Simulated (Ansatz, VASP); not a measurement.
# AlGaN2 in two plane-wave programs, part 3 of 3

One calculation is typed for both programs; each brings its own data sets. How far apart do they land? The cell is taken from a series of runs on this material, whose earlier steps may have relaxed, scaled, displaced or heated it; both programs get it as it stands.

VASP 6.6.1 and Ansatz 0.2.0.

So far: Set-up; Ansatz: zone-centre phonons, LDA; VASP: zone-centre phonons, LDA.

## Step 3: VASP: zone-centre phonons, LDA (continued)

Level of this step: LDA; plane waves and PAW (Al, Ga_d, N) (VASP).

Numbers of over 12 decimals in the logs are rounded to 6 here.

From OUTCAR (step 3):

```text
ion  position               nearest neighbor table
   1  0.500  0.500  0.500-   3 1.88   4 1.88   3 1.88   4 1.88   2 3.11   2 3.11   2 3.11   2 3.11
                             2 3.11   2 3.11   2 3.11   2 3.11
   2  0.000  0.000  0.000-   3 1.93   4 1.93   4 1.93   3 1.93   1 3.11   1 3.11   1 3.11   1 3.11
                             1 3.11   1 3.11   1 3.11   1 3.11
   3  0.500  0.000  0.740-   1 1.88   1 1.88   2 1.93   2 1.93
   4  0.000  0.500  0.260-   1 1.88   1 1.88   2 1.93   2 1.93

  LATTYP: Found a simple tetragonal cell.
 ALAT       =     3.1152864393
 C/A-ratio  =     1.4073602816

 Subroutine GETGRP returns: Found  8 space group operations
 (whereof  8 operations were pure point group operations)

The static configuration has the point symmetry D_2d.

 Found    140 irreducible k-points:

   k-points           NKPTS =    140   k-points in BZ     NKDIM =    140   number of bands    NBANDS=     19

   dimension x,y,z NGX =    28 NGY =   28 NGZ =   36
   dimension x,y,z NGXF=    56 NGYF=   56 NGZF=   72

   ENCUT  =  600.0 eV  44.10 Ry    6.64 a.u.   6.22  6.22  8.76*2*pi/ulx,y,z

   NELECT =      26.0000    total number of electrons

 k-points in reciprocal lattice and weights: Automatic mesh
   0.00000000  0.00000000  0.00000000       0.001
   0.08333333  0.00000000  0.00000000       0.003
   0.16666667  0.00000000  0.00000000       0.003
   0.25000000  0.00000000  0.00000000       0.003
   0.33333333  0.00000000  0.00000000       0.003
   0.41666667  0.00000000  0.00000000       0.003
   0.50000000  0.00000000  0.00000000       0.002
   0.08333333  0.08333333  0.00000000       0.003
   0.16666667  0.08333333  0.00000000       0.007
[...]
0.50000000  0.41666667  0.50000000       0.003
   0.50000000  0.50000000  0.50000000       0.001

 average (electrostatic) potential at core
       1 -70.2768       2 -63.7968       3 -60.6773       4 -60.6773

  Total        0.2053054      0.2053054      0.2092308      0.0000000      0.0000000      0.0000000
  in kB        7.7305745      7.7305745      7.8783808      0.0000000      0.0000000      0.0000000
  external PRESSURE =       7.7798433 kB  Pullay stress =       0.0000000 kB

  energy-cutoff  :      600.00
  volume of cell :       42.55
      direct lattice vectors                 reciprocal lattice vectors
     3.115286439  0.000000000  0.000000000     0.320997770  0.000000000  0.000000000
     0.000000000  3.115286439  0.000000000     0.000000000  0.320997770  0.000000000
     0.000000000  0.000000000  4.384330400     0.000000000  0.000000000  0.228085000

 POSITION                                       TOTAL-FORCE (eV/Angst)
 -----------------------------------------------------------------------------------
      1.55764      1.55764      2.19217         0.000000     -0.000000      0.000000
      0.00000      0.00000      0.00000        -0.000000      0.000000      0.000000
      1.55764      0.00000      3.24463         0.000000      0.000000     -0.030179
      0.00000      1.55764      1.13970         0.000000      0.000000      0.030179
 -----------------------------------------------------------------------------------
    total drift:                               -0.000000     -0.000000      0.000000

 Eigenvectors and eigenvalues of the dynamical matrix
 ----------------------------------------------------

   1 f  =   21.213361 THz   133.287477 2PiTHz  707.601552 cm-1    87.731372 meV
             X         Y         Z           dx          dy          dz
      1.557643  1.557643  2.192165    -0.000000   -0.000000   -0.000000
      0.000000  0.000000  0.000000     0.000000    0.000000    0.000000
      1.557643  0.000000  3.244630    -0.000000    0.000000   -0.707107
      0.000000  1.557643  1.139701     0.000000   -0.000000    0.707107

   2 f  =   20.577527 THz   129.292413 2PiTHz  686.392404 cm-1    85.101774 meV
             X         Y         Z           dx          dy          dz
      1.557643  1.557643  2.192165    -0.422609   -0.310662    0.000000
      0.000000  0.000000  0.000000     0.011513    0.008464    0.000000
      1.557643  0.000000  3.244630    -0.115198    0.497047    0.000000
      0.000000  1.557643  1.139701     0.676157   -0.084682   -0.000000

   3 f  =   20.577527 THz   129.292413 2PiTHz  686.392404 cm-1    85.101774 meV
             X         Y         Z           dx          dy          dz
      1.557643  1.557643  2.192165    -0.310662    0.422609    0.000000
      0.000000  0.000000  0.000000     0.008464   -0.011513    0.000000
      1.557643  0.000000  3.244630    -0.084682   -0.676157    0.000000
      0.000000  1.557643  1.139701     0.497047    0.115198   -0.000000

   4 f  =   19.027447 THz   119.552976 2PiTHz  634.687318 cm-1    78.691163 meV
             X         Y         Z           dx          dy          dz
      1.557643  1.557643  2.192165     0.000000    0.000000    0.633881
      0.000000  0.000000  0.000000    -0.000000    0.000000    0.092303
      1.557643  0.000000  3.244630     0.000000   -0.000000   -0.542989
      0.000000  1.557643  1.139701    -0.000000   -0.000000   -0.542989

   5 f  =   17.669009 THz   111.017658 2PiTHz  589.374701 cm-1    73.073117 meV
             X         Y         Z           dx          dy          dz
      1.557643  1.557643  2.192165     0.186676    0.088756    0.000000
      0.000000  0.000000  0.000000     0.274088    0.130316   -0.000000
      1.557643  0.000000  3.244630    -0.839458   -0.014744    0.000000
      0.000000  1.557643  1.139701    -0.031011   -0.399123    0.000000

   6 f  =   17.669009 THz   111.017658 2PiTHz  589.374701 cm-1    73.073117 meV
             X         Y         Z           dx          dy          dz
      1.557643  1.557643  2.192165     0.088756   -0.186676   -0.000000
      0.000000  0.000000  0.000000     0.130316   -0.274088    0.000000
      1.557643  0.000000  3.244630    -0.399123    0.031011   -0.000000
      0.000000  1.557643  1.139701    -0.014744    0.839458   -0.000000

   7 f  =   13.384413 THz    84.096749 2PiTHz  446.455970 cm-1    55.353461 meV
             X         Y         Z           dx          dy          dz
      1.557643  1.557643  2.192165    -0.000000   -0.000000    0.617996
      0.000000  0.000000  0.000000     0.000000   -0.000000   -0.657436
      1.557643  0.000000  3.244630    -0.000000   -0.000000    0.304843
      0.000000  1.557643  1.139701     0.000000    0.000000    0.304843

   8 f  =    7.746194 THz    48.670770 2PiTHz  258.385204 cm-1    32.035668 meV
             X         Y         Z           dx          dy          dz
      1.557643  1.557643  2.192165    -0.681575   -0.030225   -0.000000
      0.000000  0.000000  0.000000     0.590321    0.026178   -0.000000
      1.557643  0.000000  3.244630     0.056927   -0.018907   -0.000000
      0.000000  1.557643  1.139701    -0.426349    0.002524   -0.000000

   9 f  =    7.746194 THz    48.670770 2PiTHz  258.385204 cm-1    32.035668 meV
             X         Y         Z           dx          dy          dz
      1.557643  1.557643  2.192165     0.030225   -0.681575    0.000000
      0.000000  0.000000  0.000000    -0.026178    0.590321   -0.000000
      1.557643  0.000000  3.244630    -0.002524   -0.426349    0.000000
      0.000000  1.557643  1.139701     0.018907    0.056927    0.000000

  10 f/i=    0.002149 THz     0.013502 2PiTHz    0.071682 cm-1     0.008887 meV
             X         Y         Z           dx          dy          dz
      1.557643  1.557643  2.192165     0.000000    0.000000    0.465054
      0.000000  0.000000  0.000000     0.000000    0.000000    0.747835
      1.557643  0.000000  3.244630     0.000000    0.000000    0.335013
      0.000000  1.557643  1.139701     0.000000    0.000000    0.335013

  11 f/i=    0.005026 THz     0.031577 2PiTHz    0.167635 cm-1     0.020784 meV
             X         Y         Z           dx          dy          dz
      1.557643  1.557643  2.192165     0.087855   -0.457152    0.000000
      0.000000  0.000000  0.000000     0.141043   -0.733915    0.000000
      1.557643  0.000000  3.244630     0.063251   -0.329304    0.000000
      0.000000  1.557643  1.139701     0.063285   -0.329123    0.000000

  12 f/i=    0.005026 THz     0.031577 2PiTHz    0.167635 cm-1     0.020784 meV
             X         Y         Z           dx          dy          dz
      1.557643  1.557643  2.192165    -0.457152   -0.087855    0.000000
      0.000000  0.000000  0.000000    -0.733915   -0.141043    0.000000
      1.557643  0.000000  3.244630    -0.329123   -0.063285    0.000000
      0.000000  1.557643  1.139701    -0.329304   -0.063251    0.000000

 ELASTIC MODULI CONTR FROM IONIC RELAXATION (kBar)
 Direction    XX          YY          ZZ          XY          YZ          ZX
 --------------------------------------------------------------------------------
 XX        -502.5972    500.8159      3.2112      0.0000     -0.0000      0.0000
 YY         500.8159   -502.5972      3.2112      0.0000      0.0000     -0.0000
 ZZ           3.2112      3.2112    -11.5786      0.0000     -0.0000      0.0000
 XY           0.0000      0.0000      0.0000      0.0000      0.0000      0.0000
 YZ          -0.0000      0.0000     -0.0000      0.0000   -460.0494     -0.0000
 ZX           0.0000     -0.0000      0.0000      0.0000     -0.0000   -490.7454
 --------------------------------------------------------------------------------
```

## Step 4: Side by side

Known differences besides the potentials themselves: the two LDA forms differ slightly; the cutoff is 420 eV in Ansatz and 600 eV in VASP; VASP's log shows a relativistic correction to its local exchange, Ansatz's none. Total energies have different zeros and are not compared.

Both answers:

```tsv
quantity	Ansatz	VASP	difference
optical mode 1 to 2 (cm⁻¹)	258.4	258.4	+0.00 %
optical mode 3 (cm⁻¹)	444.1	446.5	-0.52 %
optical mode 4 to 5 (cm⁻¹)	584.4	589.4	-0.85 %
optical mode 6 (cm⁻¹)	629.4	634.7	-0.83 %
optical mode 7 to 8 (cm⁻¹)	679.5	686.4	-1.00 %
optical mode 9 (cm⁻¹)	704.2	707.6	-0.49 %
```

Modes are paired by rising frequency, not by their patterns, so a pair may set unlike modes beside each other; they are those without the splitting of longitudinal modes.

## Step 5: What came out

* r.m.s. difference of the optical zone-centre modes, each program's sorted by frequency (zone-centre phonons, LDA): 4.6 cm⁻¹
* difference in optical mode 7 to 8 (zone-centre phonons, LDA): -1.0 %

The r.m.s. difference of the optical zone-centre modes, each program's sorted by frequency is 4.6 cm⁻¹ (zone-centre phonons, LDA). Among the rows given in per cent, the largest difference of the zone-centre phonons, LDA pair is in optical mode 7 to 8, -1.0 %. Such differences can come from data sets, numerical settings and the points named under the comparisons, not from the functional's error against experiment.

[Lines on the potential files, build, host, timing and source positions are cut from VASP's logs without a mark.]

[Logs are printed without paths, hosts, clocks, repeated set-up lines and the standing remarks that a program may print on its own settings, such as how far it seeks lower states.]

[Hosts, paths, dates, database ids (printed as entryN), source tags and the programs' standing remarks are cut or masked in the printed files.]
